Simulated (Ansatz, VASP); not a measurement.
# One calculation of La3BO6, two programs

Contents of INCAR:

```
ALGO = Normal
EDIFF = 1E-6
ENCUT = 520
GGA = PE
ISIF = 2
ISMEAR = 0
LASPH = True
LCHARG = True
LELF = True
LREAL = False
LVHAR = True
LWAVE = False
NBANDS = 47
NELM = 80
PREC = Accurate
SIGMA = 0.1
```

Contents of KPOINTS:

```
k-points
0
Gamma
  4 4 4
```

Contents of POSCAR:

```
La3BO6
1.0
    0.0000000000      4.0170258100      4.0170258100
    4.0170258100      0.0000000000      4.0170258100
    4.0170258100      4.0170258100      0.0000000000
La B O
3 1 6
Direct
    0.2500000000      0.2500000000      0.2500000000
    0.7500000000      0.7500000000      0.7500000000
    0.5000000000      0.5000000000      0.5000000000
    0.0000000000      0.0000000000      0.0000000000
    0.8000013800      0.1999986200      0.1999986200
    0.1999986200      0.8000013800      0.8000013800
    0.1999986200      0.8000013800      0.1999986200
    0.8000013800      0.1999986200      0.8000013800
    0.1999986200      0.1999986200      0.8000013800
    0.8000013800      0.8000013800      0.1999986200
```

Input for Ansatz:

```yaml
crystal:
  lattice:
    - [0.0, 4.01702581, 4.01702581]
    - [4.01702581, 0.0, 4.01702581]
    - [4.01702581, 4.01702581, 0.0]
  atoms:
    - { symbol: La, position: [0.25, 0.25, 0.25] }
    - { symbol: La, position: [0.75, 0.75, 0.75] }
    - { symbol: La, position: [0.5, 0.5, 0.5] }
    - { symbol: B, position: [0.0, 0.0, 0.0] }
    - { symbol: O, position: [0.80000138, 0.19999862, 0.19999862] }
    - { symbol: O, position: [0.19999862, 0.80000138, 0.80000138] }
    - { symbol: O, position: [0.19999862, 0.80000138, 0.19999862] }
    - { symbol: O, position: [0.80000138, 0.19999862, 0.80000138] }
    - { symbol: O, position: [0.19999862, 0.19999862, 0.80000138] }
    - { symbol: O, position: [0.80000138, 0.80000138, 0.19999862] }
basis:
  ecutwfc: 420
kpoints:
  mp_grid: { grid: [4, 4, 4] }
hamiltonian:
  xc: pbe
scf:
  occupations: { method: gaussian, width: 0.1 }
  lower_state_search: "off"
output:
  forces: true
  stress: true
  eigenvalues: true
```

Change from the starting cell: species swapped into the Cs3CoF6 type (Fm-3m, No. 225).

Alike in both runs: task single point; functional PBE; k mesh 4 × 4 × 4; occupations gaussian, width 0.1 eV; no spin polarisation.

|  | VASP | Ansatz |
| --- | --- | --- |
| version | VASP 6.6.1 | Ansatz 0.2.0 |
| potentials or method | VASP PAW PBE potentials, release 64 (La, B, O) | scalar-relativistic, plane waves, PAW |
| plane-wave cutoff (eV) | 520 | 420 |
| valence electrons in the cell | 72 | 72 |

|  | VASP | Ansatz | Ansatz less VASP |
| --- | --- | --- | --- |
| gap on the k mesh at the Fermi level (eV) | 2.19 | 2.20 | +0.010 |
| least direct gap on the mesh (eV) | 2.19 | 2.20 | +0.010 |
| pressure (GPa) | 1.1 | 1.3 | +0.19 |
| rms of the force components (eV/Å) | 1.918 | 1.900 | -0.0181 |

Atom by atom the forces differ by 0.018 eV/Å (rms over components). With one functional, cell and mesh, what is left measures potentials, basis and numerics.

Caveats: spin-orbit coupling is left out, which moves the levels of the heavy elements; forces of over 1 eV/Å show positions far from the minimum, so gaps and moduli don't describe the material at rest. A k mesh can miss the band edges.
